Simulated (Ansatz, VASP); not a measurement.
## One calculation of ScF3, two programs

INCAR

```
PREC     = Accurate       # precision mode
ENCUT    = 520            # plane-wave cutoff, eV
EDIFF    = 1E-6           # SCF threshold, eV
ISMEAR   = -1             # smearing method
SIGMA    = 0.02           # smearing width, eV
LREAL    = F              # projectors in reciprocal space
LASPH    = T              # aspherical terms in the spheres
NELM     = 80             # most SCF steps
ALGO     = Normal         # electronic algorithm
ISIF     = 2              # what is computed and relaxed
LWAVE    = F              # write WAVECAR
LCHARG   = F              # write CHGCAR
GGA      = CA             # functional
NBANDS   = 24             # bands
```

File KPOINTS:

```
regular mesh
0
Gamma
  6 6 6
```

Contents of POSCAR:

```
ScF3
1.0
    4.0124500000      0.0200622500      0.0200622500
    0.0200622500      4.0124500000      0.0200622500
    0.0200622500      0.0200622500      4.0124500000
Sc F
1 3
Direct
    0.0000000000      0.0000000000      0.0000000000
    0.5000000000      0.0000000000      0.0000000000
    0.0000000000      0.5000000000      0.0000000000
    0.0000000000      0.0000000000      0.5000000000
```

Input for Ansatz:

```yaml
crystal:
  lattice:
    - [4.01245, 0.02006225, 0.02006225]
    - [0.02006225, 4.01245, 0.02006225]
    - [0.02006225, 0.02006225, 4.01245]
  atoms:
    - { symbol: Sc, position: [0.0, 0.0, 0.0] }
    - { symbol: F, position: [0.5, 0.0, 0.0] }
    - { symbol: F, position: [0.0, 0.5, 0.0] }
    - { symbol: F, position: [0.0, 0.0, 0.5] }
kpoints:
  mp_grid: { grid: [6, 6, 6] }
  band_path:
    path:
      - [0.0, 0.0, 0.0]
      - [0.5, 0.5, 0.5]
      - [0.5098274679, 0.4901725321, 0.5]
      - [0.5, -0.4901725321, 0.4901725321]
      - [0.5, 0.0, 0.0]
      - [0.0, 0.0, 0.0]
      - [0.4950862661, -0.4950862661, 0.0]
      - [0.5049137339, 0.0, 0.4950862661]
      - [0.5, 0.0, 0.5]
    npoints: 5
scf:
  occupations: { method: fermi_dirac, width: 0.02 }
hamiltonian:
  xc: lda
  pseudopotentials: { kind: all_electron, lapw: { basis_error: 0.001 } }
output:
  forces: true
  stress: true
  eigenvalues: true
```

Change from the starting cell: equal xy, yz and zx shear strains of +1 %.

Alike in both runs: task single point; functional LDA; k mesh 6 × 6 × 6; occupations fermi-dirac, width 0.02 eV; no spin polarisation.

|  | VASP | Ansatz |
| --- | --- | --- |
| version | VASP 6.6.1 | Ansatz 0.2.0 |
| potentials or method | VASP PAW LDA potentials, release 64 (Sc_sv, F) | all-electron LAPW, scalar-relativistic |
| plane-wave cutoff (eV) | 520 | see its input |

```csv
,VASP,Ansatz,Ansatz less VASP
gap on the k mesh at the Fermi level (eV),6.18,6.21,+0.026
pressure (GPa),-2.3,-2.9,-0.59
largest component of the traceless stress (GPa),0.19,0.20,+0.009
```

Ansatz ran all-electron here, so the differences hold the error of VASP's frozen core and of both bases.

A k mesh can miss the band edges.
